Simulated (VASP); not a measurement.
**Hg2Zn2Te4 (ordered alloy cell): computed properties**

These are PBEsol GGA, VASP's PBE PAW potentials (set 64) (plane waves; VASP 6.6.1) values and carry that method's errors.

```json
{
  "space_group": "R3m (160)",
  "cell": "a = b = 4.445 Å, c = 21.836 Å, α = β = 90.00°, γ = 120.00°",
  "volume_per_atom": "31.13 Å³/atom",
  "band gap (on the k-mesh)": "none (metal, semimetal or under 0.01 eV)",
  "density": "6.95 g/cm³"
}
```

HgZnTe₂ is modelled in the trigonal space group R3m, hexagonal axes (No. 160), Pearson symbol hR4. Conventional cell: a = 4.4448 Å, b = 4.4448 Å, c = 21.8357 Å, α = 90.00°, β = 90.00°, γ = 120.00°. Zn on 3a is surrounded by 4 Te at 2.628–2.680 Å (tetrahedral). Te1 on 3a sees 3 Zn at 2.680 Å and 1 Hg at 2.794 Å (tetrahedral). Te2 on 3a is surrounded by 1 Zn at 2.628 Å and 3 Hg at 2.786 Å (tetrahedral). Hg on 3a has 4 Te at 2.786–2.794 Å (tetrahedral). (Neighbours: up to the widest gap in distance over summed covalent radii, below 1.35, at either atom; cation-cation and far metal-metal contacts left out.)
(The calculation used a cell of 8 atoms; values per cell refer to that cell.)

Unless said otherwise, spin-orbit coupling is left out, though it shifts the bands of the heavy elements here.

The structure was generated: Hg2Zn2Te4 was put into an ordered model structure (R3m), which need not be its known phase. It was relaxed first. Symmetry was kept, so distortions that lower it aren't found.
